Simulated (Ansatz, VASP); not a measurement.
# Cross-check of InGaSbAs (InAs/GaSb (001) superlattice, 10 and 10 atomic planes, on GaSb) between VASP and Ansatz, part 2 of 3

Wanted: the spread between two codes on one cell, functional and k mesh. Of the first pair: The structure shown is the start of the Ansatz relaxation below; VASP solves that cell, so the two are compared at the walk's first step.

VASP 6.6.1 and Ansatz 0.2.0.

So far: The structure; Ansatz: relaxation, PBE.

**3. VASP: single point, PBE, start cell, pair 1**

Level of this step: PBE; plane waves and PAW (In_d, As, Ga_d, Sb) (VASP).

The same cell, functional, mesh and smearing now go to VASP, with its own data sets.

Lines of VASP's logs that name or quote its potential files are left out, and so is its time.

INCAR

```
SYSTEM = InGaSbAs
PREC = Accurate
ENCUT = 400
EDIFF = 1E-06
NELM = 120
ISMEAR = -1
SIGMA = 0.025
LREAL = Auto
ALGO = Normal
GGA = PE
NBANDS = 424
LORBIT = 11
LWAVE = .FALSE.
LCHARG = .FALSE.
ISIF = 2
LASPH = .TRUE.
GGA_COMPAT = .FALSE.
KPAR = 4
```

POSCAR

```
InGaSbAs
1.0
    8.7681200000      0.0000000000      0.0000000000
    0.0000000000      8.7681200000      0.0000000000
    0.0000000000      0.0000000000     31.0000000000
In As Ga Sb
20 20 20 20
Direct
    0.0022809907      0.0012203300      0.9992516129
    0.2504527766      0.2501904627      0.0996806452
    0.2483542652      0.7517575033      0.0997903226
    0.5025364616      0.9981501166      0.9990387097
    0.0019160322      0.0028626433      0.1994000000
    0.2495403804      0.2490613723      0.2991000000
    0.2506808757      0.7494194879      0.2996387097
    0.4983850586      0.9991651574      0.1989709677
    0.0009694210      0.9997468100      0.3987000000
    0.5017951397      0.9975684639      0.3985290323
    0.4990237360      0.4977349763      0.0006000000
    0.7517460984      0.7502862643      0.1004806452
    0.7489062650      0.2505440163      0.0990806452
    0.0033986761      0.5024794369      0.9998612903
    0.5006546443      0.5027645607      0.1988096774
    0.7508679170      0.7507082476      0.2996806452
    0.7487922154      0.2509431896      0.2994903226
    0.0007869418      0.5011336524      0.1982387097
    0.5004721651      0.4991149756      0.3978806452
    0.0004219833      0.4996966282      0.3985096774
    0.2499851736      0.0010606607      0.0494903226
    0.4996966282      0.2507379005      0.1501000000
    0.5007572889      0.7480622984      0.1495806452
    0.7470244477      0.0004561981      0.0509903226
    0.2523916187      0.9995415209      0.2494903226
    0.4991948103      0.2522433543      0.3489709677
    0.4987500171      0.7511302309      0.3487000000
    0.7496361820      0.9994160664      0.2493387097
    0.2504869915      0.9990853227      0.4488903226
    0.7497844464      0.0005474378      0.4487709677
    0.7542209733      0.5023653873      0.0500096774
    0.0011404953      0.7496133721      0.1489709677
    0.9996213555      0.2522889741      0.1495290323
    0.2476699680      0.4999247273      0.0496096774
    0.7493282482      0.5005748097      0.2497387097
    0.0008439666      0.7495905622      0.3489000000
    0.9948997048      0.2520836850      0.3488387097
    0.2479550919      0.4994343143      0.2488096774
    0.7510503962      0.5018749743      0.4488193548
    0.2513423630      0.5005976196      0.4484516129
    0.2514450076      0.2503501321      0.4997096774
    0.2495974051      0.7491343640      0.4990903226
    0.9996327605      0.0016879331      0.5990193548
    0.2482060008      0.2486279841      0.7001483871
    0.2498939339      0.7463515554      0.6991709677
    0.5018977842      0.0004219833      0.5988387097
    0.9991765624      0.0001482644      0.7999193548
    0.2484226949      0.2507949253      0.8997709677
    0.2512055036      0.7486553560      0.8999806452
    0.4994571242      0.9994046614      0.7993000000
    0.7487808105      0.7495449424      0.4988096774
    0.7475718854      0.2488446782      0.4988096774
    0.4981455546      0.4997878679      0.5986806452
    0.7519970073      0.7490203145      0.6992612903
    0.7480737034      0.2466777371      0.6996709677
    0.9993134218      0.5022969576      0.5990709677
    0.4973472078      0.5022969576      0.7997612903
    0.7511758507      0.7473780012      0.8999096774
    0.7507538674      0.2499395537      0.8993483871
    0.0001596693      0.5007686939      0.7993806452
    0.5015670406      0.2498140993      0.5485290323
    0.4988070419      0.7498642811      0.5484516129
    0.2542164113      0.9974201995      0.6493290323
    0.5029812548      0.2468145965      0.7492516129
    0.5006660493      0.7503660990      0.7483903226
    0.7487123808      0.0012203300      0.6494806452
    0.2466549272      0.0002052892      0.8487483871
    0.4993202648      0.2494947606      0.9504096774
    0.4991948103      0.7541069237      0.9496387097
    0.7502406445      0.0004676031      0.8488903226
    0.0010264458      0.7517232885      0.5485709677
    0.0012659498      0.2538058329      0.5487709677
    0.7521452717      0.5016240654      0.6485387097
    0.0020642966      0.7482447777      0.7494290323
    0.0000456198      0.2485937692      0.7485903226
    0.2493579011      0.4988526617      0.6490806452
    0.7520426272      0.4990351409      0.8500903226
    0.0005360328      0.7490203145      0.9498290323
    0.0010150409      0.2503843469      0.9501193548
    0.2485253395      0.4987272072      0.8502096774
```

KPOINTS

```
Automatic mesh
0
Gamma
2 2 1
0 0 0
```

PAW data sets: In_d, As, Ga_d and Sb (PBE family, release 64).

The run is started by

```sh
mpirun -np 8 vasp_std
```

Numbers of over 12 decimals in the logs are rounded to 6 here.

The program printed:

```text
[banner, memory and clock lines left out]
running    8 mpi-ranks, on    1 nodes
[...]
|                                                                             |
|           W    W    AA    RRRRR   N    N  II  N    N   GGGG   !!!           |
|           W    W   A  A   R    R  NN   N  II  NN   N  G    G  !!!           |
|           W    W  A    A  R    R  N N  N  II  N N  N  G       !!!           |
|           W WW W  AAAAAA  RRRRR   N  N N  II  N  N N  G  GGG   !            |
|           WW  WW  A    A  R   R   N   NN  II  N   NN  G    G                |
|           W    W  A    A  R    R  N    N  II  N    N   GGGG   !!!           |
|                                                                             |
|     For optimal performance we recommend to set                             |
|       NCORE = 2 up to number-of-cores-per-socket                            |
|     NCORE specifies how many cores store one orbital (NPAR=cpu/NCORE).      |
|     This setting can greatly improve the performance of VASP for DFT.       |
|     The default, NCORE=1 might be grossly inefficient on modern             |
|     multi-core architectures or massively parallel machines. Do your        |
|     Unfortunately you need to use the default for GW and RPA                |
|     calculations (for HF NCORE is supported but not extensively tested      |
|     yet).                                                                   |
|                                                                             |

 LDA part: xc-table for (Slater+PW92), standard interpolation
 POSCAR, INCAR and KPOINTS ok, starting setup
[...]
entering main loop
       N       E                     dE             d eps       ncg     rms          rms(c)
DAV:   1     0.743719837759E+04    0.74372E+04   -0.24857E+05  3392   0.170E+03
DAV:   2     0.127704850510E+04   -0.61601E+04   -0.60347E+04  3552   0.481E+02
DAV:   3    -0.102540218478E+03   -0.13796E+04   -0.12930E+04  3880   0.216E+02
DAV:   4    -0.289771549290E+03   -0.18723E+03   -0.17900E+03  4216   0.679E+01
[...]
DAV:  16    -0.298302239255E+03   -0.25565E-04   -0.25743E-04  5800   0.330E-02    0.456E-01
DAV:  17    -0.298302226099E+03    0.13156E-04   -0.82104E-06  3640   0.660E-03    0.464E-01
DAV:  18    -0.298302225792E+03    0.30623E-06   -0.93372E-07  2152   0.323E-03
   1 F= -.29830223E+03 E0= -.29829140E+03  d E =-.216448E-01
```

Parts of OUTCAR (step 3):

```text
  FREE ENERGIE OF THE ION-ELECTRON SYSTEM (eV)
  ---------------------------------------------------
  free  energy   TOTEN  =      -298.3022257925 eV

  energy  without entropy=     -298.2805810097  energy(sigma->0) =     -298.29140340
```

The gap is under twice the smearing width, so the edge states are partly filled and the run can't tell a small gap from a semimetal.

**4. Side by side**

Known differences besides the potentials themselves: the data sets hold 1120 valence electrons in Ansatz (on its default PAW (the set named soft_2) files) and 720 in VASP; the cutoff is 420 eV in Ansatz and 400 eV in VASP (PREC = Accurate, projectors in real space). Total energies have different zeros and are not compared.

Forces on 9 of the 80 atoms, those with the largest forces and the largest differences (eV/Å; atoms numbered as in POSCAR):

| atom | Ansatz x, y, z | VASP x, y, z |
| --- | --- | --- |
| In1 | -0.233, -0.175, 1.495 | -0.235, -0.175, 1.488 |
| In4 | -0.084, 0.289, 1.680 | -0.085, 0.291, 1.675 |
| In14 | -0.156, -0.235, 1.216 | -0.158, -0.234, 1.206 |
| As23 | -0.093, 0.206, -0.174 | -0.095, 0.216, -0.175 |
| As33 | -0.024, -0.141, -0.171 | -0.025, -0.153, -0.172 |
| Sb68 | 0.062, 0.071, -1.522 | 0.064, 0.072, -1.506 |
| Sb69 | 0.127, -0.808, -1.250 | 0.130, -0.807, -1.244 |
| Sb78 | 0.006, 0.223, -1.319 | 0.006, 0.224, -1.312 |
| Sb79 | -0.139, 0.185, -1.340 | -0.140, 0.187, -1.331 |

The forces differ by 3.3 meV/Å r.m.s., which is 1.0 % of the r.m.s. force of 0.334 eV/Å (both taken over all components).

**5. Ansatz: relaxation, PBE**

This run makes the geometry at which the two programs are then compared. The cell compared in this pair holds 2374.58 Å³, against 2383.28 Å³ for the pair before.

The structure compared here is the end of the Ansatz relaxation.

input.yaml

```yaml
crystal:
  lattice:
    - [8.76812, 0.0, 0.0]
    - [0.0, 8.76812, 0.0]
    - [0.0, 0.0, 31.0]
  atoms:
    - { symbol: In, position: [0.00228, 0.00122, 0.99925] }
    - { symbol: As, position: [0.24999, 0.00106, 0.04949] }
    - { symbol: In, position: [0.25045, 0.25019, 0.09968] }
    - { symbol: As, position: [0.4997, 0.25074, 0.1501] }
    - { symbol: In, position: [0.24835, 0.75176, 0.09979] }
    - { symbol: As, position: [0.50076, 0.74806, 0.14958] }
    - { symbol: In, position: [0.50254, 0.99815, 0.99904] }
    - { symbol: As, position: [0.74702, 0.00046, 0.05099] }
    - { symbol: In, position: [0.00192, 0.00286, 0.1994] }
    - { symbol: As, position: [0.25239, 0.99954, 0.24949] }
    - { symbol: In, position: [0.24954, 0.24906, 0.2991] }
    - { symbol: As, position: [0.49919, 0.25224, 0.34897] }
    - { symbol: In, position: [0.25068, 0.74942, 0.29964] }
    - { symbol: As, position: [0.49875, 0.75113, 0.3487] }
    - { symbol: In, position: [0.49839, 0.99916, 0.19897] }
    - { symbol: As, position: [0.74964, 0.99942, 0.24934] }
    - { symbol: In, position: [0.00097, 0.99975, 0.3987] }
    - { symbol: As, position: [0.25049, 0.99908, 0.44889] }
    - { symbol: Ga, position: [0.25144, 0.25035, 0.49971] }
    - { symbol: Sb, position: [0.50157, 0.24981, 0.54853] }
    - { symbol: Ga, position: [0.2496, 0.74914, 0.49909] }
    - { symbol: Sb, position: [0.49881, 0.74986, 0.54845] }
    - { symbol: In, position: [0.50179, 0.99757, 0.39853] }
    - { symbol: As, position: [0.74979, 0.00055, 0.44877] }
    - { symbol: Ga, position: [0.99963, 0.00169, 0.59902] }
    - { symbol: Sb, position: [0.25422, 0.99742, 0.64933] }
    - { symbol: Ga, position: [0.24821, 0.24863, 0.70015] }
    - { symbol: Sb, position: [0.50298, 0.24682, 0.74925] }
    - { symbol: Ga, position: [0.24989, 0.74635, 0.69917] }
    - { symbol: Sb, position: [0.50067, 0.75037, 0.74839] }
    - { symbol: Ga, position: [0.5019, 0.00042, 0.59884] }
    - { symbol: Sb, position: [0.74871, 0.00122, 0.64948] }
    - { symbol: Ga, position: [0.99918, 0.00015, 0.79992] }
    - { symbol: Sb, position: [0.24666, 0.0002, 0.84875] }
    - { symbol: Ga, position: [0.24842, 0.2508, 0.89977] }
    - { symbol: Sb, position: [0.49932, 0.24949, 0.95041] }
    - { symbol: Ga, position: [0.25121, 0.74865, 0.89998] }
    - { symbol: Sb, position: [0.49919, 0.75411, 0.94964] }
    - { symbol: Ga, position: [0.49946, 0.9994, 0.7993] }
    - { symbol: Sb, position: [0.75024, 0.00047, 0.84889] }
    - { symbol: In, position: [0.49902, 0.49774, 0.0006] }
    - { symbol: As, position: [0.75422, 0.50237, 0.05001] }
    - { symbol: In, position: [0.75175, 0.75029, 0.10048] }
    - { symbol: As, position: [0.00114, 0.74961, 0.14897] }
    - { symbol: In, position: [0.74891, 0.25054, 0.09908] }
    - { symbol: As, position: [0.99962, 0.25229, 0.14953] }
    - { symbol: In, position: [0.0034, 0.50248, 0.99986] }
    - { symbol: As, position: [0.24767, 0.49992, 0.04961] }
    - { symbol: In, position: [0.50065, 0.50276, 0.19881] }
    - { symbol: As, position: [0.74933, 0.50057, 0.24974] }
    - { symbol: In, position: [0.75087, 0.75071, 0.29968] }
    - { symbol: As, position: [0.00084, 0.74959, 0.3489] }
    - { symbol: In, position: [0.74879, 0.25094, 0.29949] }
    - { symbol: As, position: [0.9949, 0.25208, 0.34884] }
    - { symbol: In, position: [0.00079, 0.50113, 0.19824] }
    - { symbol: As, position: [0.24795, 0.49943, 0.24881] }
    - { symbol: In, position: [0.50047, 0.49912, 0.39788] }
    - { symbol: As, position: [0.75105, 0.50188, 0.44882] }
    - { symbol: Ga, position: [0.74878, 0.74955, 0.49881] }
    - { symbol: Sb, position: [0.00103, 0.75172, 0.54857] }
    - { symbol: Ga, position: [0.74757, 0.24884, 0.49881] }
    - { symbol: Sb, position: [0.00127, 0.25381, 0.54877] }
    - { symbol: In, position: [0.00042, 0.4997, 0.39851] }
    - { symbol: As, position: [0.25134, 0.5006, 0.44845] }
    - { symbol: Ga, position: [0.49815, 0.49979, 0.59868] }
    - { symbol: Sb, position: [0.75215, 0.50162, 0.64854] }
    - { symbol: Ga, position: [0.752, 0.74902, 0.69926] }
    - { symbol: Sb, position: [0.00206, 0.74825, 0.74943] }
    - { symbol: Ga, position: [0.74807, 0.24668, 0.69967] }
    - { symbol: Sb, position: [5.0e-05, 0.24859, 0.74859] }
    - { symbol: Ga, position: [0.99931, 0.5023, 0.59907] }
    - { symbol: Sb, position: [0.24936, 0.49885, 0.64908] }
    - { symbol: Ga, position: [0.49735, 0.5023, 0.79976] }
    - { symbol: Sb, position: [0.75204, 0.49904, 0.85009] }
    - { symbol: Ga, position: [0.75118, 0.74738, 0.89991] }
    - { symbol: Sb, position: [0.00054, 0.74902, 0.94983] }
    - { symbol: Ga, position: [0.75075, 0.24994, 0.89935] }
    - { symbol: Sb, position: [0.00101, 0.25039, 0.95012] }
    - { symbol: Ga, position: [0.00016, 0.50077, 0.79938] }
    - { symbol: Sb, position: [0.24852, 0.49873, 0.85021] }
kpoints:
  mp_grid: { grid: [2, 2, 1] }
hamiltonian:
  xc: pbe
scf:
  occupations: { method: fermi_dirac, width: 0.025 }
output:
  forces: true
relax:
  f_tol: 0.04
  max_steps: 150
  cell: { fix: [a, b, alpha, beta, gamma] }
```

The run is started by

```sh
ansatz run input.yaml --threads 6 --pin off --max-ram 102400MiB --backend cuda --events-out ev --progress --plain --runs-dir out
```

The program printed:

```text
[...]
GPU FFT provider: cuFFT
GPU libraries: cuBLAS 13.8.2, cuFFT 12.4.0, cuSOLVER 12.3.4
Crystal: 80 atoms, lattice volume = 2383.278 Å³
Basis set: ecut = 420 eV, 46631 PW (Γ), exchange–correlation on 120×120×432 points (8 copies of the dense FFT grid, shifted against one another)
Bands: 672, of which v1, the nominal top of the filled ones, is band 560 counted from 1 (559 counted from 0)
Symmetry: 1 space group operations
[...]
k-points: 4
[...]
GPU buffer pool allocated for 777600 grid points (all kernels)
[...]
- { symbol: In, position: [0.000371923, 0.500113, 0.401732] }
    - { symbol: As, position: [0.250451, 0.500040, 0.452337] }
[...]
- { symbol: Ga, position: [0.499677, 0.500436, 0.796549] }
    - { symbol: Sb, position: [0.749820, 0.500093, 0.846322] }
    - { symbol: Ga, position: [0.749849, 0.750042, 0.896552] }
    - { symbol: Sb, position: [-0.000271536, 0.750431, 0.945737] }
    - { symbol: Ga, position: [0.749656, 0.250253, 0.896601] }
    - { symbol: Sb, position: [-0.000335471, 0.250175, 0.945747] }
    - { symbol: Ga, position: [-0.00010573, 0.500089, 0.796519] }
    - { symbol: Sb, position: [0.249753, 0.500149, 0.846421] }
```

[end of part 2 of 3]

[Lines on the potential files, build, host, timing and source positions are cut from VASP's logs without a mark.]

[Logs are printed without paths, hosts, clocks, repeated set-up lines and the standing remarks that a program may print on its own settings, such as how far it seeks lower states.]

[Hosts, paths, dates, database ids (printed as entryN), source tags and the programs' standing remarks are cut or masked in the printed files.]
